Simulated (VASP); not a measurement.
Consider the following.

```yaml
crystal:
  lattice:
    - [0.00000, 2.70168, 2.70168]
    - [2.70168, 0.00000, 2.70168]
    - [2.70168, 2.70168, 0.00000]
  atoms:
    - { symbol: Cd, position: [0.00000, 0.00000, 0.00000] }
    - { symbol: F, position: [0.25000, 0.25000, 0.25000] }
    - { symbol: F, position: [0.75000, 0.75000, 0.75000] }
```

Method: r2SCAN meta-GGA, VASP's PBE PAW potentials (set 64) (plane waves; VASP 6.6.1). Run with 600 eV cut-off, 6×6×6 Γ-centred mesh, Gaussian smearing of 0.050 eV, potentials Cd F.

Each row applies one change to this cell, which was relaxed at other settings and keeps the small stress of the first row; at a fixed cut-off the stress holds a Pulay part, so it need not integrate to ΔE exactly. Stress is in GPa, positive when the cell is compressed; gaps are those on the k-mesh, and 0.00 means metallic.

```csv
change,ΔE (meV/atom),σxx,σyy,σzz,"largest shear component, with its sign (GPa)",largest force (eV/Å),gap (eV)
none,0.0,-0.19,-0.19,-0.19,0.00,0.000,3.74
shear strain γ_xz = -2.0 %,0.5,-0.13,-0.13,-0.13,0.63,0.045,3.74
isotropic strain of +0.5 %,0.7,-1.83,-1.83,-1.83,0.00,0.000,3.69
isotropic strain of +4.0 %,(withheld),(withheld),(withheld),(withheld),(withheld),(withheld),(withheld)
atom 2 (F) moved by -0.050 Å along z,2.0,-0.12,-0.12,-0.06,0.47,0.245,3.74
isotropic strain of -4.0 %,82.5,18.60,18.60,18.60,0.00,0.000,4.19
atom 1 (Cd) moved by -0.150 Å along y,(withheld),(withheld),(withheld),(withheld),(withheld),(withheld),(withheld)
biaxial strain of +1.0 % in the xy plane,1.6,-2.69,-2.69,-1.57,0.00,0.000,3.66
uniaxial strain of -3.0 % along z,8.2,2.34,2.34,5.92,0.00,0.000,3.80
```

**Question.** Complete the blanks.

**Answer.** 
- atom 1 (Cd) moved by -0.150 Å along y, ΔE (meV/atom): 21.2
- atom 1 (Cd) moved by -0.150 Å along y, σxx: 1.48
- atom 1 (Cd) moved by -0.150 Å along y, σyy: 0.44
- atom 1 (Cd) moved by -0.150 Å along y, σzz: 1.48
- atom 1 (Cd) moved by -0.150 Å along y, largest shear component, with its sign (GPa): 0.00
- atom 1 (Cd) moved by -0.150 Å along y, largest force (eV/Å): 0.846
- atom 1 (Cd) moved by -0.150 Å along y, gap (eV): 3.72
- isotropic strain of +4.0 %, ΔE (meV/atom): 54.8
- isotropic strain of +4.0 %, σxx: -10.27
- isotropic strain of +4.0 %, σyy: -10.27
- isotropic strain of +4.0 %, σzz: -10.27
- isotropic strain of +4.0 %, largest shear component, with its sign (GPa): 0.00
- isotropic strain of +4.0 %, largest force (eV/Å): 0.000
- isotropic strain of +4.0 %, gap (eV): 3.31

Failed runs are left out, and for metals the shear rows, which the mesh's noise covers.

The compound is CdF2 in the fluorite structure.
